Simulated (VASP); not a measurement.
Here is the system:

```
SnZnP2
1.0
   -2.84998     2.84998     5.71715
    2.84998    -2.84998     5.71715
    2.84998     2.84998    -5.71715
Zn Sn P
2 2 4
Direct
  0.75000   0.25000   0.50000
  0.00000   0.00000   0.00000
  0.25000   0.75000   0.50000
  0.50000   0.50000   0.00000
  0.10333   0.12500   0.47833
  0.64667   0.62500   0.52167
  0.37500   0.89667   0.02167
  0.87500   0.35333   0.97833
```

The numbers are results of PBE GGA, VASP's PBE PAW potentials (set 64) (plane waves; VASP), not measurements. Run with 400 eV cut-off, Gaussian smearing of 0.050 eV, potentials Zn Sn_d P.

Unless said otherwise, spin-orbit coupling is left out, though it shifts the bands of the heavy elements here.

Give the energies of bands 29 to 42 at the high-symmetry points, in eV from the valence-band maximum.

| band | Γ | X | P | N | M | S | R |
|---|---|---|---|---|---|---|---|
| 29 | -3.47 | -3.23 | -2.40 | -3.65 | -2.86 | -3.34 | -3.16 |
| 30 | -3.33 | -3.23 | -2.40 | -3.51 | -2.86 | -3.17 | -3.16 |
| 31 | -3.27 | -1.50 | -2.12 | -2.52 | -2.52 | -2.79 | -1.89 |
| 32 | -2.40 | -1.50 | -2.12 | -2.33 | -2.52 | -2.71 | -1.89 |
| 33 | -2.40 | -1.04 | -1.04 | -2.17 | -1.63 | -2.10 | -1.16 |
| 34 | 0.00 | -1.04 | -1.04 | -1.80 | -1.63 | -1.81 | -1.16 |
| 35 | 0.00 | -0.76 | -1.00 | -1.41 | -1.30 | -1.07 | -1.04 |
| 36 | 0.00 | -0.76 | -1.00 | -0.93 | -1.30 | -0.89 | -1.04 |
| 37 | 0.70 | 1.07 | 1.61 | 2.39 | 1.40 | 1.61 | 1.43 |
| 38 | 1.47 | 1.07 | 1.61 | 2.57 | 1.40 | 2.32 | 1.43 |
| 39 | 1.64 | 2.86 | 2.70 | 2.78 | 1.46 | 2.49 | 3.42 |
| 40 | 3.35 | 2.86 | 2.70 | 3.71 | 1.46 | 3.10 | 3.42 |
| 41 | 3.35 | 4.22 | 3.93 | 3.72 | 2.32 | 3.83 | 3.68 |
| 42 | 3.50 | 4.25 | 3.93 | 3.78 | 2.32 | 4.03 | 3.68 |

The gap is direct, 0.70 eV, from the valence maximum at Γ to the conduction minimum at Γ.

The structure was generated: ZnSnP2 was put into the chalcopyrite type (I-42d), which need not be its known phase. It was relaxed first, which changed the volume by +8 %.
